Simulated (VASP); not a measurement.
Level of theory: PBEsol GGA, VASP's PBE PAW potentials (set 64) (plane waves; VASP 6.6.1).

The input files of a VASP run:

File KPOINTS:
```
Automatic
0
Gamma
13 13 13
```

### POSCAR
```
FeAl
1.0
  2.7304235139   0.0000000000   0.0000000000
  0.0000000000   2.7304235139   0.0000000000
  0.0000000000   0.0000000000   2.7304235139
Al Fe
1 1
Cart
  1.3652117569   1.3652117569   1.3652117569
  0.0000000000   0.0000000000   0.0000000000
```

INCAR:
```
ALGO  =  Normal
EDIFF  =  1E-6
EDIFFG  =  -0.02
ENCUT  =  500
GGA  =  PS
IBRION  =  2
ISIF  =  3
ISMEAR  =  1
LASPH  =  .True.
LCHARG  =  .False.
LMAXMIX  =  4
LREAL  =  .False.
LWAVE  =  .False.
NELM  =  100
NSW  =  40
PREC  =  Accurate
PSTRESS  =  300
SIGMA  =  0.1
SYSTEM  =  FeAl
```

POTCAR, in this order: Al Fe (PBE.64 set). Program: vasp_std.

Output

**OSZICAR**
```
       N       E                     dE             d eps       ncg     rms          rms(c)
DAV:   1     0.310456174831E+02    0.31046E+02   -0.50748E+03  1536   0.124E+03
DAV:   2    -0.144943735406E+02   -0.45540E+02   -0.43689E+02  1516   0.183E+02
DAV:   3    -0.156173115698E+02   -0.11229E+01   -0.11121E+01  1847   0.390E+01
DAV:   4    -0.156352878334E+02   -0.17976E-01   -0.17960E-01  1904   0.437E+00
DAV:   5    -0.156356687285E+02   -0.38090E-03   -0.38088E-03  1846   0.550E-01    0.163E+01
DAV:   6    -0.164810928252E+02   -0.84542E+00   -0.63774E+01  1709   0.134E+02    0.146E+01
DAV:   7    -0.135543217476E+02    0.29268E+01   -0.28307E+01  1655   0.808E+01    0.269E+00
DAV:   8    -0.134996279260E+02    0.54694E-01   -0.24508E-01  1833   0.699E+00    0.128E+00
DAV:   9    -0.134839151734E+02    0.15713E-01   -0.34448E-02  1930   0.269E+00    0.317E-01
DAV:  10    -0.134836576460E+02    0.25753E-03   -0.76715E-04  2034   0.434E-01    0.204E-01
DAV:  11    -0.134836307456E+02    0.26900E-04   -0.39321E-05  1621   0.668E-02    0.255E-02
DAV:  12    -0.134836308329E+02   -0.87247E-07   -0.25470E-06  1116   0.266E-02
   1 F= -.96720888E+01 E0= -.96720009E+01  d E =-.967209E+01
```

File OUTCAR:
```
------------------------ aborting loop because EDIFF is reached ----------------------------------------
  FORCE on cell =-STRESS in cart. coord.  units (eV):
  Direction    XX          YY          ZZ          XY          YZ          ZX
  --------------------------------------------------------------------------------------
  Total        3.7945047      3.7945047      3.7945047     -0.0000000     -0.0000000     -0.0000000
  in kB      298.6590151    298.6590151    298.6590151     -0.0000000     -0.0000000     -0.0000000
  external PRESSURE =      -1.3409849 kB  Pullay stress =     300.0000000 kB
  volume of cell :       20.36
      direct lattice vectors                 reciprocal lattice vectors
     2.730423514  0.000000000  0.000000000     0.366243550  0.000000000  0.000000000
     0.000000000  2.730423514  0.000000000     0.000000000  0.366243550  0.000000000
     0.000000000  0.000000000  2.730423514     0.000000000  0.000000000  0.366243550
 POSITION                                       TOTAL-FORCE (eV/Angst)
 -----------------------------------------------------------------------------------
      1.36521      1.36521      1.36521         0.000000      0.000000      0.000000
      0.00000      0.00000      0.00000         0.000000      0.000000      0.000000
 -----------------------------------------------------------------------------------
    total drift:                               -0.000000      0.000000     -0.000000
  FREE ENERGIE OF THE ION-ELECTRON SYSTEM (eV)
  ---------------------------------------------------
  free  energy   TOTEN  =       -13.4836308329 eV

  energy  without entropy=      -13.4833672154  energy(sigma->0) =      -13.48354296
  enthalpy is  TOTEN    =        -9.6720887567 eV   P V=        3.8115420762

 reached required accuracy - stopping structural energy minimisation
```
(Selected blocks of OUTCAR.)

### OUTCAR
```
 val. band max:        9.4940654780   @ k =   0.4615   0.1538   0.0769

 cond. band min:       9.5091250330   @ k =   0.4615   0.3846   0.1538


 Fermi energy:         9.4944299316

 k-point     1 :       0.0000    0.0000    0.0000
  band No.  band energies     occupation
      1      -1.6894      2.00000
      2       6.6623      2.00000
      3       6.6623      2.00000
      4       9.6974     -0.01451
      5       9.6974     -0.01451
      6       9.6974     -0.01451
      7      16.9757      0.00000
      8      16.9757      0.00000
      9      16.9757      0.00000

 k-point     2 :       0.0769    0.0000    0.0000
  band No.  band energies     occupation
      1      -1.5649      2.00000
      2       6.6571      2.00000
      3       6.7048      2.00000
      4       9.6108     -0.06968
      5       9.6108     -0.06968
      6       9.7068     -0.01052
      7      15.9385      0.00000
      8      17.1586      0.00000
      9      17.1586      0.00000

 k-point     3 :       0.1538    0.0000    0.0000
  band No.  band energies     occupation
      1      -1.1948      2.00000
      2       6.6002      2.00000
      3       6.8253      2.00000
      4       9.3852      2.06447
      5       9.3852      2.06446
      6       9.7328     -0.00384
      7      14.2752      0.00000
      8      17.6744      0.00000
      9      17.6744      0.00000

 k-point     4 :       0.2308    0.0000    0.0000
  band No.  band energies     occupation
      1      -0.5900      2.00000
      2       6.3656      2.00000
      3       7.0026      2.00000
      4       9.0962      2.00000
      5       9.0962      2.00000
      6       9.7697     -0.00070
      7      12.8090      0.00000
      8      18.4505      0.00000
      9      18.4505      0.00000

 k-point     5 :       0.3077    0.0000    0.0000
  band No.  band energies     occupation
      1       0.2311      2.00000
      2       5.7862      2.00000
      3       7.2017      2.00000
...
```

The compound is FeAl in the CsCl type structure. It was relaxed first under an external pressure of 30 GPa. The run is not spin-polarised, so no magnetic state was tried. The electron count is odd and the run is not spin-polarised, which forces a metal.
